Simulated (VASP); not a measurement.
Output of a VASP run:

OUTCAR:
```
 ion  position               nearest neighbor table
   1  0.000  0.000  0.000-
  LATTYP: Found a face centered cubic cell.
 ALAT       =     3.6100000000
 Subroutine PRICEL returns:
 Original cell was already a primitive cell.
 Subroutine GETGRP returns: Found 48 space group operations
The static configuration has the point symmetry O_h .
The dynamic configuration has the point symmetry O_h .
 Subroutine INISYM returns: Found 48 space group operations
 Subroutine IBZKPT returns following result:
 Found    145 irreducible k-points:

 Following reciprocal coordinates:
            Coordinates               Weight
  0.000000  0.000000  0.000000      1.000000
  0.062500  0.000000  0.000000      8.000000
  0.125000  0.000000  0.000000      8.000000
  0.187500  0.000000  0.000000      8.000000
  0.250000  0.000000  0.000000      8.000000
  0.312500  0.000000  0.000000      8.000000
  0.375000  0.000000  0.000000      8.000000
  0.437500  0.000000  0.000000      8.000000
  0.500000  0.000000  0.000000      4.000000
  0.062500  0.062500  0.000000      6.000000
  0.125000  0.062500  0.000000     24.000000
  0.187500  0.062500  0.000000     24.000000
  0.250000  0.062500  0.000000     24.000000
  0.312500  0.062500  0.000000     24.000000
  0.375000  0.062500  0.000000     24.000000
  0.437500  0.062500  0.000000     24.000000
  0.500000  0.062500  0.000000     24.000000
 -0.437500  0.062500  0.000000     24.000000
 -0.375000  0.062500  0.000000     24.000000
 -0.312500  0.062500  0.000000     24.000000
 -0.250000  0.062500  0.000000     24.000000
 -0.187500  0.062500  0.000000     24.000000
 -0.125000  0.062500  0.000000     24.000000
 -0.062500  0.062500  0.000000     12.000000
  0.125000  0.125000  0.000000      6.000000
  0.187500  0.125000  0.000000     24.000000
  0.250000  0.125000  0.000000     24.000000
  0.312500  0.125000  0.000000     24.000000
  0.375000  0.125000  0.000000     24.000000
  0.437500  0.125000  0.000000     24.000000
  0.500000  0.125000  0.000000     24.000000
 -0.437500  0.125000  0.000000     24.000000
 -0.375000  0.125000  0.000000     24.000000
 -0.312500  0.125000  0.000000     24.000000
 -0.250000  0.125000  0.000000     24.000000
 -0.187500  0.125000  0.000000     24.000000
 -0.125000  0.125000  0.000000     12.000000
  0.187500  0.187500  0.000000      6.000000
  0.250000  0.187500  0.000000     24.000000
  0.312500  0.187500  0.000000     24.000000
   k-points           NKPTS =    145   k-points in BZ     NKDIM =    145   number of bands    NBANDS=      9
   number of dos      NEDOS =    301   number of ions     NIONS =      1
   total plane-waves  NPLWV =   5832
   dimension x,y,z NGX =    18 NGY =   18 NGZ =   18
   dimension x,y,z NGXF=    36 NGYF=   36 NGZF=   36
   ions per type =               1
   PREC   = accura    normal or accurate (medium, high low for compatibility)
   ISTART =      0    job   : 0-new  1-cont  2-samecut
   ICHARG =      2    charge: 1-file 2-atom 10-const
   ISPIN  =      1    spin polarized calculation?
   LNONCOLLINEAR =      F non collinear calculations
   LSORBIT =      F    spin-orbit coupling
   INIWAV =      1    electr: 0-lowe 1-rand  2-diag
   ENCUT  =  480.0 eV  35.28 Ry    5.94 a.u.   4.56  4.56  4.56*2*pi/ulx,y,z
   NELM   =    100;   NELMIN=  2; NELMDL= -5     # of ELM steps
   EDIFF  = 0.1E-05   stopping-criterion for ELM
   LREAL  =      F    real-space projection
   NLSPLINE    = F    spline interpolate recip. space projectors
   LMAXMIX     =    4 max onsite mixed and CHGCAR
   VOSKOWN=      0    Vosko Wilk Nusair interpolation
   EDIFFG = -.1E-01   stopping-criterion for IOM
   NSW    =     60    number of steps for IOM
   NBLOCK =      1;   KBLOCK =     60    inner block; outer block
   IBRION =      2    ionic relax: 0-MD 1-quasi-New 2-CG
   NFREE  =      1    steps in history (QN), initial steepest desc. (CG)
...
```

File OSZICAR:
```
       N       E                     dE             d eps       ncg     rms          rms(c)
DAV:   1     0.343016729076E+02    0.34302E+02   -0.54036E+03  2698   0.193E+03
DAV:   2    -0.422703893102E+01   -0.38529E+02   -0.36506E+02  2644   0.192E+02
DAV:   3    -0.462541481110E+01   -0.39838E+00   -0.39745E+00  3096   0.286E+01
DAV:   4    -0.462794899538E+01   -0.25342E-02   -0.25339E-02  3229   0.205E+00
DAV:   5    -0.462797618387E+01   -0.27188E-04   -0.27188E-04  3069   0.171E-01    0.767E+00
DAV:   6    -0.410187328948E+01    0.52610E+00   -0.16834E+01  2744   0.952E+01    0.389E+00
DAV:   7    -0.373774079641E+01    0.36413E+00   -0.26252E+00  2766   0.373E+01    0.576E-01
DAV:   8    -0.372694283742E+01    0.10798E-01   -0.51498E-03  2889   0.130E+00    0.309E-01
DAV:   9    -0.372526991339E+01    0.16729E-02   -0.11901E-02  2875   0.234E+00    0.334E-02
DAV:  10    -0.372526926241E+01    0.65098E-06   -0.55753E-05  3880   0.154E-01    0.887E-03
DAV:  11    -0.372526792243E+01    0.13400E-05   -0.12473E-06  2078   0.240E-02    0.465E-04
DAV:  12    -0.372526793699E+01   -0.14559E-07   -0.56677E-08  1439   0.357E-03
   1 F= -.37252679E+01 E0= -.37252259E+01  d E =-.372527E+01
       N       E                     dE             d eps       ncg     rms          rms(c)
DAV:   1    -0.391704608689E+01   -0.19178E+00   -0.37768E+00  2730   0.511E+01    0.353E+00
DAV:   2    -0.378604349955E+01    0.13100E+00   -0.27213E+00  2732   0.369E+01    0.138E+00
DAV:   3    -0.373192341857E+01    0.54120E-01   -0.45319E-01  2710   0.155E+01    0.545E-01
DAV:   4    -0.372648095346E+01    0.54425E-02   -0.12679E-02  3882   0.177E+00    0.709E-02
DAV:   5    -0.372641655621E+01    0.64397E-04   -0.52047E-04  2845   0.523E-01    0.170E-02
DAV:   6    -0.372641513388E+01    0.14223E-05   -0.87901E-06  2922   0.507E-02    0.179E-03
DAV:   7    -0.372641535778E+01   -0.22389E-06   -0.37124E-07  1493   0.123E-02
   2 F= -.37264154E+01 E0= -.37263293E+01  d E =-.114742E-02
       N       E                     dE             d eps       ncg     rms          rms(c)
DAV:   1    -0.375416553723E+01   -0.27750E-01   -0.51827E-01  2738   0.181E+01    0.137E+00
DAV:   2    -0.373716778039E+01    0.16998E-01   -0.44355E-01  2724   0.149E+01    0.588E-01
DAV:   3    -0.372770621967E+01    0.94616E-02   -0.72833E-02  2708   0.620E+00    0.190E-01
DAV:   4    -0.372700556683E+01    0.70065E-03   -0.85850E-04  3438   0.352E-01    0.492E-03
DAV:   5    -0.372700529515E+01    0.27167E-06   -0.57153E-06  2781   0.375E-02
   3 F= -.37270053E+01 E0= -.37269356E+01  d E =-.173736E-02
```

**OUTCAR**
```
------------------------ aborting loop because EDIFF is reached ----------------------------------------
  FORCE on cell =-STRESS in cart. coord.  units (eV):
  Direction    XX          YY          ZZ          XY          YZ          ZX
  --------------------------------------------------------------------------------------
  Total       -0.0060952     -0.0060952     -0.0060952      0.0000000     -0.0000000      0.0000000
  in kB       -0.8156463     -0.8156463     -0.8156463      0.0000000     -0.0000000      0.0000000
  external PRESSURE =      -0.8156463 kB  Pullay stress =       0.0000000 kB
  volume of cell :       11.97
      direct lattice vectors                 reciprocal lattice vectors
    -0.000000000  1.815751727  1.815751727    -0.275368043  0.275368043  0.275368043
     1.815751727 -0.000000000  1.815751727     0.275368043 -0.275368043  0.275368043
     1.815751727  1.815751727 -0.000000000     0.275368043  0.275368043 -0.275368043
 POSITION                                       TOTAL-FORCE (eV/Angst)
 -----------------------------------------------------------------------------------
      0.00000     -0.00000      0.00000        -0.000000     -0.000000     -0.000000
 -----------------------------------------------------------------------------------
    total drift:                               -0.000000      0.000000      0.000000
  FREE ENERGIE OF THE ION-ELECTRON SYSTEM (eV)
  ---------------------------------------------------
  free  energy   TOTEN  =        -3.7270052952 eV

  energy  without entropy=       -3.7267961982  energy(sigma->0) =       -3.72693560

 reached required accuracy - stopping structural energy minimisation
```
(Selected blocks of OUTCAR.)

**POSCAR**
```
Cu
1
    0.0000000000     1.8050000000     1.8050000000
    1.8050000000     0.0000000000     1.8050000000
    1.8050000000     1.8050000000     0.0000000000
Cu
1
Direct
  0.0000000000   0.0000000000   0.0000000000
```

Problem. Write an INCAR and KPOINTS that could have produced this output.

Solution. One answer among several that fit: the input of the run itself, PBE GGA, plane waves, VASP's PBE PAW potentials (set 64).

INCAR:
```
! general
SYSTEM   =  Cu
PREC     =  Accurate
ENCUT    =  480
LREAL    =  .FALSE.
LASPH    =  .TRUE.

! electronic loop
EDIFF    =  1E-6   ! SCF stop (eV)
NELM     =  100   ! most electronic steps
ALGO     =  Normal
LMAXMIX  =  4   ! l cut-off of mixed one-centre charges

! smearing
ISMEAR   =  1
SIGMA    =  0.1   ! width (eV)

! functional
GGA      =  PE   ! PBE

! ions
IBRION   =  2
NSW      =  60   ! most ionic steps
ISIF     =  3   ! ions, shape and volume
EDIFFG   =  -0.01

! output
LWAVE    =  .FALSE.
LCHARG   =  .FALSE.
```

**KPOINTS**
```
Automatic
0
gamma
 16 16 16
0 0 0
```

POTCAR, in this order: Cu (PBE.64 set). Program: vasp_std.

The compound is Cu in the fcc structure. This run relaxes it. Symmetry was kept, so distortions that lower it aren't found.
